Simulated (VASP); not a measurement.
# TaSeF (P4/mmm) in VASP: relaxation of cell and atoms with PBE

Aim: the relaxation of cell and atoms of TaSeF with PBE.

Program: VASP 6.6.1. These are calculated values, not measurements. Logs are shortened: lines on timing, memory, paths and dates and some standing lists are left out, and cuts for length are marked.

### 1 The cell of the first run

The structure is tetragonal, space group P4/mmm (No. 123). Conventional cell: a = 3.426 Å, b = 3.426 Å, c = 5.661 Å, α = 90.00°, β = 90.00°, γ = 90.00°. Around Ta (site symmetry 4/mmm) lie 4 Se at 2.42 Å. Around Se (site symmetry 4/mmm) lie 4 Ta at 2.42 Å. F (site symmetry 4/mmm) has 2 Ta at 2.83 Å as nearest neighbours.

The cell was built by a generator and needn't be a form met in nature.

### 2 Relaxation of cell and atoms, PBE (random cell by space group and Wyckoff sites (P4/mmm, No. 123))

File INCAR:

```
  PREC = Accurate
  ENCUT = 600
  EDIFF = 1E-6
  ISMEAR = 0
  SIGMA = 0.1
  LREAL = False
  LASPH = True
  NELM = 100
  ALGO = Normal
  ISIF = 3
  LWAVE = False
  LCHARG = False
  GGA = PE
  IBRION = 2
  NSW = 90
  EDIFFG = -0.04
```

File KPOINTS:

```
Automatic mesh
0
Gamma
  6 6 4
```

File POSCAR:

```
TaSeF
1.0
    3.4263911600      0.0000000000      0.0000000000
    0.0000000000      3.4263911600      0.0000000000
    0.0000000000      0.0000000000      5.6608121600
Ta Se F
1 1 1
Direct
    0.0000000000      0.0000000000      0.5000000000
    0.5000000000      0.5000000000      0.5000000000
    0.0000000000      0.0000000000      0.0000000000
```

Potentials or basis: VASP PAW PBE potentials, release 64 (Ta_pv, Se, F).

Started as:

```sh
cat potpaw_PBE.64/Ta_pv/POTCAR potpaw_PBE.64/Se/POTCAR potpaw_PBE.64/F/POTCAR > POTCAR
mpirun -np 1 vasp_std > vasp.out
```

OUTCAR:

```text
PREC = Accurate
   ENCUT = 600
   EDIFF = 1E-6
   ISMEAR = 0
   LREAL = False
   LASPH = True
   NELM = 100
   ISIF = 3
   GGA = PE
   IBRION = 2
   NSW = 90
   EDIFFG = -0.04

 ion  position               nearest neighbor table
   1  0.000  0.000  0.500-   2 2.42   2 2.42   2 2.42   2 2.42
   2  0.500  0.500  0.500-   1 2.42   1 2.42   1 2.42   1 2.42
   3  0.000  0.000  0.000-

  LATTYP: Found a simple tetragonal cell.
 ALAT       =     3.4263911600
 C/A-ratio  =     1.6521208162

  Lattice vectors:

 A1 = (   3.4263911600,   0.0000000000,   0.0000000000)
 A2 = (   0.0000000000,   3.4263911600,   0.0000000000)
 A3 = (   0.0000000000,   0.0000000000,   5.6608121600)

Analysis of symmetry for initial positions (statically):
=====================================================================
 Subroutine PRICEL returns:
 Original cell was already a primitive cell.

 Routine SETGRP: Setting up the symmetry group for a
 simple tetragonal supercell.

 Subroutine GETGRP returns: Found 16 space group operations
 (whereof 16 operations were pure point group operations)
 out of a pool of 16 trial point group operations.

The static configuration has the point symmetry D_4h.

Analysis of symmetry for dynamics (positions and initial velocities):
=====================================================================
 Subroutine PRICEL returns:
 Original cell was already a primitive cell.

 Routine SETGRP: Setting up the symmetry group for a
 simple tetragonal supercell.

 Subroutine GETGRP returns: Found 16 space group operations
 (whereof 16 operations were pure point group operations)
 out of a pool of 16 trial point group operations.

The dynamic configuration has the point symmetry D_4h.

 Subroutine INISYM returns: Found 16 space group operations
 (whereof 16 operations are pure point group operations),
 and found     1 'primitive' translations

----------------------------------------------------------------------------------------

                                     Primitive cell

  volume of cell :      66.4588

  direct lattice vectors                    reciprocal lattice vectors
     3.426391160  0.000000000  0.000000000     0.291852259  0.000000000  0.000000000
     0.000000000  3.426391160  0.000000000     0.000000000  0.291852259  0.000000000
     0.000000000  0.000000000  5.660812160     0.000000000  0.000000000  0.176653097

  length of vectors
     3.426391160  3.426391160  5.660812160     0.291852259  0.291852259  0.176653097

  position of ions in fractional coordinates (direct lattice)
     0.000000000  0.000000000  0.500000000
     0.500000000  0.500000000  0.500000000
     0.000000000  0.000000000  0.000000000

  ion indices of the primitive-cell ions
   primitive index   ion index
                 1           1
                 2           2
                 3           3

----------------------------------------------------------------------------------------

 KPOINTS: Automatic mesh

Automatic generation of k-mesh.
 Grid dimensions read from file:
 generate k-points for:    6    6    4

 Generating k-lattice:

  Cartesian coordinates                     Fractional coordinates (reciprocal lattice)
     0.048642043  0.000000000  0.000000000     0.166666667  0.000000000  0.000000000
     0.000000000  0.048642043  0.000000000     0.000000000  0.166666667  0.000000000
     0.000000000  0.000000000  0.044163274     0.000000000  0.000000000  0.250000000

  Length of vectors
     0.048642043  0.048642043  0.044163274

  Shift w.r.t. Gamma in fractional coordinates (k-lattice)
     0.000000000  0.000000000  0.000000000

 Subroutine IBZKPT returns following result:
 ===========================================

 Found     30 irreducible k-points:

 Following reciprocal coordinates:
            Coordinates               Weight
  0.000000  0.000000  0.000000      1.000000
  0.166667  0.000000  0.000000      4.000000
  0.333333  0.000000  0.000000      4.000000
  0.500000  0.000000  0.000000      2.000000
  0.166667  0.166667  0.000000      4.000000
  0.333333  0.166667  0.000000      8.000000
[... 16 lines left out ...]
  0.333333  0.000000  0.500000      4.000000
  0.500000  0.000000  0.500000      2.000000
 [... further k-points ...]
   k-points           NKPTS =     30   k-points in BZ     NKDIM =     30   number of bands    NBANDS=     16
   number of dos      NEDOS =    301   number of ions     NIONS =      3
   total plane-waves  NPLWV =  37632
   dimension x,y,z NGX =    28 NGY =   28 NGZ =   48
   dimension x,y,z NGXF=    56 NGYF=   56 NGZF=   96
   ions per type =               1   1   1
   NGX,Y,Z   is equivalent  to a cutoff of  13.59, 13.59, 14.10 a.u.
   NGXF,Y,Z  is equivalent  to a cutoff of  27.17, 27.17, 28.19 a.u.
 SYSTEM =  unknown system
   PREC   = accura    normal or accurate (medium, high low for compatibility)
   ISTART =      0    job   : 0-new  1-cont  2-samecut
   ICHARG =      2    charge: 1-file 2-atom 10-const
   ISPIN  =      1    spin polarized calculation?
   LNONCOLLINEAR =      F non collinear calculations
   LSORBIT =      F    spin-orbit coupling
   LASPH  =      T    aspherical Exc in radial PAW
   ENCUT  =  600.0 eV  44.10 Ry    6.64 a.u.   6.84  6.84 11.31*2*pi/ulx,y,z
   NELM   =    100;   NELMIN=  2; NELMDL= -5     # of ELM steps
   EDIFF  = 0.1E-05   stopping-criterion for ELM
   LREAL  =      F    real-space projection
   EDIFFG = -.4E-01   stopping-criterion for IOM
   NSW    =     90    number of steps for IOM
   IBRION =      2    ionic relax: 0-MD 1-quasi-New 2-CG
   NFREE  =      1    steps in history (QN), initial steepest desc. (CG)
   ISIF   =      3    stress and relaxation
   ISYM   =      2    0-nonsym 1-usesym 2-fastsym
   POTIM  = 0.5000    time-step for ionic-motion
   TEBEG  =    0.0;   TEEND  =   0.0 temperature during run
   PSTRESS=    0.0 pullay stress
   NELECT =      24.0000    total number of electrons
   NUPDOWN=      -1.0000    fix difference up-down
   EMIN   =  10.00;   EMAX   =-10.00  energy-range for DOS
   EFERMI =   0.00;   METHOD = LEGACY
   ISMEAR =     0;   SIGMA  =   0.10  broadening in eV -4-tet -1-fermi 0-gaus
   EFERMI_NEDOS =   21; number of points for ismear=-14 and -15
   IALGO  =     38    algorithm
   IMIX   =      4    mixing-type and parameters
     AMIX     =   0.40;   BMIX     =  1.00
     AMIX_MAG =   1.60;   BMIX_MAG =  1.00
  volume/ion in A,a.u.               =      22.15       149.50
  Fermi-wavevector in a.u.,A,eV,Ry     =   1.165810  2.203061 18.491848  1.359112
  Thomas-Fermi vector in A             =   2.302331
   LORBIT       =      0    0 simple, 1 ext, 2 COOP (PROOUT), +10 PAW based schemes
   GGA     = PE    functional components
   LHFCALC =     F    Hartree Fock is set to
   AEXX    =    0.0000 exact exchange contribution
   IVDW    =     0    specifies the selected vdW correction
   LEPSILON=     F    determine dielectric tensor
   LRPA    =     F    only Hartree local field effects (RPA)
 conjugate gradient relaxation of ions
 non-spin polarized calculation
 Gauss-broadening in eV      SIGMA  =   0.10
  energy-cutoff  :      600.00
  volume of cell :       66.46
 maximum number of plane-waves:      2252
 NGX is ok and might be reduce to    28
   NGX = 13   NGY = 13   NGZ = 23

--------------------------------------- Ionic step        1  -------------------------------------------

 number of electron      23.9999992 magnetization

 Free energy of the ion-electron system (eV)
  ---------------------------------------------------
  ext. energy  EPLUGINS =         0.00000000
  ---------------------------------------------------
  free energy    TOTEN  =       -17.77541526 eV

  energy without entropy =      -17.75880778  energy(sigma->0) =      -17.76711152

------------------------ aborting loop because EDIFF is reached ----------------------------------------

  FORCE on cell =-STRESS in cart. coord.  units (eV):
  Direction    XX          YY          ZZ          XY          YZ          ZX
  --------------------------------------------------------------------------------------
  -------------------------------------------------------------------------------------
  Total        8.0873686      8.0873686    -10.9441147      0.0000000      0.0000000      0.0000000
  in kB      194.9688330    194.9688330   -263.8387581      0.0000000      0.0000000      0.0000000
  external PRESSURE =      42.0329693 kB  Pullay stress =       0.0000000 kB
[... 1010 lines left out ...]
      2     -31.9873      2.00000
      3     -31.9408      2.00000
      4     -21.8871      2.00000
      5      -9.4828      2.00000
      6      -6.3714      2.00000
[... 8 lines left out ...]
     15       7.0825      0.00000
     16       9.1413      0.00000

 [... further k-points ...]

[... ionic steps 4 to 9 ...]

--------------------------------------- Ionic step       10  -------------------------------------------

 number of electron      23.9999990 magnetization

------------------------ aborting loop because EDIFF is reached ----------------------------------------

  FORCE on cell =-STRESS in cart. coord.  units (eV):
  Direction    XX          YY          ZZ          XY          YZ          ZX
  --------------------------------------------------------------------------------------
  -------------------------------------------------------------------------------------
  Total       -0.1360374     -0.1360374     -0.7470574      0.0000000      0.0000000      0.0000000
  in kB       -3.8634401     -3.8634401    -21.2163065      0.0000000      0.0000000      0.0000000
  external PRESSURE =      -9.6477289 kB  Pullay stress =       0.0000000 kB
[... 59 lines left out ...]
  energy  without entropy=      -20.6758380967  energy(sigma->0) =      -20.68788107

--------------------------------------- Ionic step       12  -------------------------------------------

 number of electron      23.9999990 magnetization

 Free energy of the ion-electron system (eV)
  ---------------------------------------------------
  ext. energy  EPLUGINS =         0.00000000
  ---------------------------------------------------
  free energy    TOTEN  =       -20.70092662 eV

  energy without entropy =      -20.67631184  energy(sigma->0) =      -20.68861923

 E-fermi :   4.8990     XC(G=0): -10.1052

 val. band max:        4.8906381074   @ k =   0.5000   0.3333   0.2500
 cond. band min:       4.9172169667   @ k =   0.3333   0.1667   0.5000
 fundamental gap:      0.0265788593
 Fermi energy:         4.8990160596

 k-point     1 :       0.0000    0.0000    0.0000
  band No.  band energies     occupation
      1     -31.5419      2.00000
      2     -31.2171      2.00000
      3     -31.2171      2.00000
      4     -21.5685      2.00000
      5     -10.4111      2.00000
      6      -3.2548      2.00000
[... 477 lines left out ...]
  FREE ENERGIE OF THE ION-ELECTRON SYSTEM (eV)
  ---------------------------------------------------
  free  energy   TOTEN  =       -20.7009266162 eV

  energy  without entropy=      -20.6763118372  energy(sigma->0) =      -20.68861923

 reached required accuracy - stopping structural energy minimisation
```

It took 6.5 min on 1 thread of AMD EPYC 7R43 (Zen 3), shared host; peak memory 0.19 GiB.

What came out:

| Property | Result |
| --- | --- |
| Free energy | -20.7009 eV |
| Relaxed volume | 18.65 Å³/atom |
| Relaxed cell | a = 3.676 Å, b = 3.676 Å, c = 4.142 Å, α = 90.00°, β = 90.00°, γ = 90.00° |
| Space group after relaxing (to 0.05 Å) | P4/mmm (No. 123) |
| Energy gained by relaxing | 975.2 meV/atom |
| Ionic steps | 12 |
| Pressure after relaxing | 0.1 GPa |
| Band gap on the k mesh | none (metal or under the smearing width) |

The path:
| step | energy change (eV) | largest force (eV/Å) | pressure (GPa) | volume (Å³) |
| --- | --- | --- | --- | --- |
| 1 | 0.0000 | 0.0000 | 4.20 | 66.46 |
| 2 | -1.9699 | 0.0000 | -15.68 | 69.93 |
| 3 | -1.9904 | 0.0000 | -15.79 | 69.97 |
| 4 | -0.1607 | 0.0000 | 39.13 | 50.66 |
| 5 | -2.4289 | 0.0000 | -13.47 | 65.98 |
| 6 | -2.6244 | 0.0000 | -11.04 | 63.54 |
| 7 | -2.7103 | 0.0000 | -4.49 | 59.63 |
| 8 | -2.7247 | 0.0000 | -6.89 | 60.80 |
| 9 | -2.9076 | 0.0000 | 1.35 | 55.32 |
| 10 | -2.9229 | 0.0000 | -0.96 | 56.42 |
| 11 | -2.9245 | 0.0000 | 0.73 | 55.67 |
| 12 | -2.9255 | 0.0000 | 0.07 | 55.95 |

Final structure:
```xyz
3
Lattice="3.6756 0.0000 0.0000 0.0000 3.6756 0.0000 0.0000 0.0000 4.1416" Properties=species:S:1:pos:R:3 pbc="T T T"
Ta    0.0000    0.0000    2.0708
Se    1.8378    1.8378    2.0708
F     0.0000    0.0000    0.0000
```

Caveat: the volume moved by over 15 % at a fixed basis, so the end points are rough.
